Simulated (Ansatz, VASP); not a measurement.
## ZnB12 in VASP and in Ansatz

```xyz
13
Lattice="0.0000 3.6298 3.6298 3.6298 0.0000 3.6298 3.6298 3.6298 0.0000" Properties=species:S:1:pos:R:3 pbc="T T T"
Zn    0.0000    0.0000    0.0000
B     4.8623    3.6298    4.8623
B     3.6298    4.8623    4.8623
B     3.6298    2.3972    4.8623
B     4.8623    3.6298    2.3972
B     2.3972    3.6298    4.8623
B     4.8623    4.8623    3.6298
B     4.8623    2.3972    3.6298
B     3.6298    4.8623    2.3972
B     2.3972    2.3972    3.6298
B     2.3972    4.8623    3.6298
B     3.6298    2.3972    2.3972
B     2.3972    3.6298    2.3972
```

Change from the starting cell: species swapped into the HfB12 type (Fm-3m, No. 225).

Alike in both runs: task relaxation of cell and atoms; functional PBE; k mesh 4 × 4 × 4; occupations gaussian, width 0.1 eV; no spin polarisation.

```csv
,VASP,Ansatz
version,VASP 6.6.1,Ansatz 0.2.0
potentials or method,"VASP PAW PBE potentials, release 64 (Zn, B)","scalar-relativistic, plane waves, PAW"
plane-wave cutoff (eV),600,420
valence electrons in the cell,48,48
```

Ansatz gave:

| Property | Result |
| --- | --- |
| gap on the k mesh at the Fermi level, each at its own relaxed structure (eV) | none |
| relaxed volume (Å³/atom) | 7.89 |
| relaxed cell length with the largest relative difference (Å) | 5.254 |
| energy change over the relaxation (meV/atom) | -28 |

Task: Estimate VASP's values.

Result: gap on the k mesh at the Fermi level, each at its own relaxed structure (eV): none; relaxed volume (Å³/atom): 7.90; relaxed cell length with the largest relative difference (Å): 5.257; energy change over the relaxation (meV/atom): -28.

A gap of «none» marks a metal or a gap that the smearing closes.

Caveats: the k mesh is coarse (spacing up to 0.37 Å⁻¹), so the values aren't converged.
